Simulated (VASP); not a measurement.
## RbPd: relaxation of cell and atoms with LDA

Crystal: RbPd.

```xyz
2
Lattice="0.0000 3.3440 3.3440 3.3440 0.0000 3.3440 3.3440 3.3440 0.0000" Properties=species:S:1:pos:R:3 pbc="T T T"
Rb    3.3440    3.3440    3.3440
Pd    0.0000    0.0000    0.0000
```

The cell was built by a generator and needn't be a form met in nature.

```json
{
  "Program": "VASP 6.6.1",
  "Task": "relaxation of cell and atoms",
  "Functional": "LDA",
  "Potentials or basis": "VASP PAW LDA potentials, release 64 (Rb_sv, Pd)",
  "Cutoff": "600 eV",
  "k mesh": "7 × 7 × 7",
  "Occupations": "methfessel-paxton, width 0.2 eV",
  "Spin": "no spin polarisation",
  "Further INCAR settings": "ALGO = Normal; EDIFF = 1e-06; IBRION = 2; EDIFFG = -0.005; NSW = 60; ISIF = 3"
}
```

- Relaxed volume: 29.40 Å³/atom
- Relaxed cell: a = 4.365 Å, b = 4.365 Å, c = 4.365 Å, α = 60.00°, β = 60.00°, γ = 60.00°
- Space group after relaxing (to 0.05 Å): Fm-3m (No. 225)
- Energy gained by relaxing: 84.2 meV/atom
- Ionic steps: 7
- Pressure after relaxing: 0.0 GPa
- Band gap on the k mesh: none (metal or under the smearing width)

Step by step:
```tsv
step	energy change (eV)	largest force (eV/Å)	pressure (GPa)	volume (Å³)
1	0.0000	0.0000	-2.71	74.79
2	-0.1001	0.0000	-2.03	68.15
3	-0.1630	0.0000	-0.69	61.22
4	-0.1681	0.0000	0.19	58.32
5	-0.1684	0.0000	-0.03	58.93
6	-0.1684	0.0000	0.08	58.64
7	-0.1684	0.0000	0.02	58.80
```

Final structure:
```cif
data_structure
_symmetry_space_group_name_H-M 'P 1'
_symmetry_Int_Tables_number 1
_cell_length_a 4.3648
_cell_length_b 4.3648
_cell_length_c 4.3648
_cell_angle_alpha 60.000
_cell_angle_beta 60.000
_cell_angle_gamma 60.000
_cell_volume 58.80
loop_
_atom_site_label
_atom_site_type_symbol
_atom_site_fract_x
_atom_site_fract_y
_atom_site_fract_z
_atom_site_occupancy
Rb1 Rb 0.50000 0.50000 0.50000 1
Pd1 Pd 0.00000 0.00000 0.00000 1
```

Levels at points of the mesh, in eV from the Fermi level:
| k point | band 6 | band 7 | band 8 | band 9 | band 10 | band 11 | band 12 | band 13 |
| --- | --- | --- | --- | --- | --- | --- | --- | --- |
| (0.00, 0.00, 0.00) | -1.66 | -1.66 | -1.63 | -1.63 | -1.63 | 6.60 | 6.60 | 6.60 |

It took 68 s on 1 thread of Intel(R) Xeon(R) 6975P-C (Granite Rapids), with other jobs on the host, peak memory 0.21 GiB.

Caveat: the volume moved by over 15 % at a fixed basis, so the end points are rough.
